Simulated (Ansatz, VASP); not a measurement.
**Two plane-wave programs on CsW3**

```
Cs W
1.0
    -2.75192    2.75192    2.75192
     2.75192   -2.75192    2.75192
     2.75192    2.75192   -2.75192
Cs W
1 3
Direct
  0.00000 0.00000 0.00000
  0.00000 0.50000 0.50000
  0.50000 0.00000 0.50000
  0.50000 0.50000 0.00000
```

Alike in both runs: functional PBE; k mesh 4 × 4 × 4; occupations gaussian, width 0.1 eV; no spin polarisation.

Ansatz relaxed the structure, and its values are those at the end. VASP's run is a single point on that final structure, the one shown.

|  | VASP | Ansatz |
| --- | --- | --- |
| version | VASP 6.6.1 | Ansatz 0.2.0 |
| potentials or method | VASP PAW PBE potentials, release 64 (Cs_sv, W_sv) | scalar-relativistic, plane waves, PAW |
| plane-wave cutoff (eV) | 520 | 420 |
| valence electrons in the cell | 51 | 51 |

|  | VASP | Ansatz | Ansatz less VASP |
| --- | --- | --- | --- |
| gap on the k mesh at the Fermi level (eV) | none | none | - |
| pressure (GPa) | 1.9 | -0.2 | -2.11 |

A gap of «none» marks a metal or a gap that the smearing closes. With one functional, cell and mesh, what is left measures potentials, basis and numerics.

Caveats: the k mesh is coarse (spacing up to 0.40 Å⁻¹), so the values aren't converged. Spin-orbit coupling is left out, which matters for the levels of Cs, W.
